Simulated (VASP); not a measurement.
Input of a VASP 6.6.1 run:

File INCAR:

```
SYSTEM = NdN
  PREC = Accurate
  ENCUT = 520
  EDIFF = 1E-6
  ISMEAR = 0
  SIGMA = 0.05
  LREAL = .FALSE.
  LASPH = .TRUE.
  NELM = 120
  ALGO = Normal
  ISIF = 2
  LWAVE = .FALSE.
  LCHARG = .FALSE.
  ISPIN = 2
  MAGMOM = -3.53 0
  LORBIT = 11
  LMAXMIX = 6
  LDAU = .TRUE.
  LDAUTYPE = 2
  LDAUL = 3 -1
  LDAUU = 6 0
  LDAUJ = 0 0
  LDAUPRINT = 1
  GGA = PS
```

Contents of KPOINTS:

```
Automatic mesh
0
G
  6 6 6
  0 0 0
```

The input POSCAR:

```
NdN
1.0
    0.0000000000      2.5660021500      2.5660021500
    2.5660021500      0.0000000000      2.5660021500
    2.5660021500      2.5660021500      0.0000000000
Nd N
1 1
Direct
    0.5000000000      0.5000000000      0.5000000000
    0.0000000000      0.0000000000      0.0000000000
```

Potentials or basis: VASP PAW PBE potentials, release 64 (Nd, N).

The run is started by

```console
$ cat potpaw_PBE.64/Nd/POTCAR potpaw_PBE.64/N/POTCAR > POTCAR
$ mpirun -np 1 vasp_std > vasp.out
```

(1) What does it give for the pressure?

(2) Predict the site moments.

## Answers

(1) -3.0 GPa.

(2) Nd -2.86; N +0.12 μB.

Caveat: the magnetic or orbital state may not be the lowest; the PAW data sets were made with another functional, which shifts forces and pressure a little.
